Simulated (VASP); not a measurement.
Runs of VASP 6.6.1 on Au. It takes space group Fm-3m (No. 225, cubic). The conventional cell has a = 4.070 Å, b = 4.070 Å, c = 4.070 Å, α = 90.00°, β = 90.00°, γ = 90.00°. Around Au (site symmetry m-3m) lie 12 Au at 2.88 Å. 

| level | potentials or basis | gap on the mesh (eV) | pressure (GPa) | relaxed volume (Å³/atom) |
| --- | --- | --- | --- | --- |
| r2SCAN | VASP PAW PBE potentials, release 64 (Au) | none | 0.0 | (a) |
| PBE+D3(BJ) | VASP PAW PBE potentials, release 64 (Au) | none | 0.0 | (b) |
| PBE | VASP PAW PBE potentials, release 64 (Au) | none | 0.0 | 17.95 |
| PBEsol | VASP PAW PBE potentials, release 64 (Au) | none | 0.0 | 17.01 |
| LDA | VASP PAW LDA potentials, release 64 (Au) | none | 0.0 | 16.64 |

Alike in all rows: task relaxation of cell and atoms; no spin polarisation; cell relaxed; k mesh 18 × 18 × 18; cutoff (eV) 600; smearing methfessel-paxton 0.1 eV.

Question: Fill in the values left out.

Answer: (a) 17.59; (b) 17.25.

Caveats: the PAW data sets were made with another functional, which shifts forces and pressure a little (some runs); pairwise dispersion overbinds metals, which lowers pressure and volume (some runs).

A k mesh can miss the band edges, and the runs leave out spin-orbit coupling on Au.

A gap of «none» marks a metal or a gap under the smearing width.

Not every run made on this cell is shown here.
